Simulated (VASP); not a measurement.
Data:

```xyz
2
Lattice="2.8498 0.0000 0.0000 0.0000 2.8498 0.0000 0.0000 0.0000 2.8498" Properties=species:S:1:pos:R:3 pbc="T T T"
Al     1.4249     1.4249     1.4249
Co     0.0000     0.0000     0.0000
```

The numbers are results of PBE GGA, VASP's PBE PAW potentials (set 64) (plane waves; VASP), not measurements. Run with 480 eV cut-off, 12×12×12 Γ-centred mesh, first-order Methfessel-Paxton smearing of 0.10 eV, potentials Al Co.

Each relaxation starts from this cell; other phases were not tried.

The cell is relaxed at 2 GPa. What happens?

The volume per atom goes from 11.57 to 11.46 Å³ (-0.9 %), and the cell becomes a = b = c = 2.8409 Å, α = β = γ = 90.00°, space group Pm-3m.

The cell is relaxed at 10 GPa. What happens?

The volume per atom goes from 11.57 to 11.03 Å³ (-4.7 %), and the cell becomes a = 2.8046 Å, b = 2.8046 Å, c = 2.8046 Å, α = 90.00°, β = 90.00°, γ = 90.00°, space group Pm-3m.

Failed runs are left out, and for metals the shear rows, which the mesh's noise covers.

The compound is CoAl in the CsCl type structure. The run is not spin-polarised, so no magnetic state was tried.
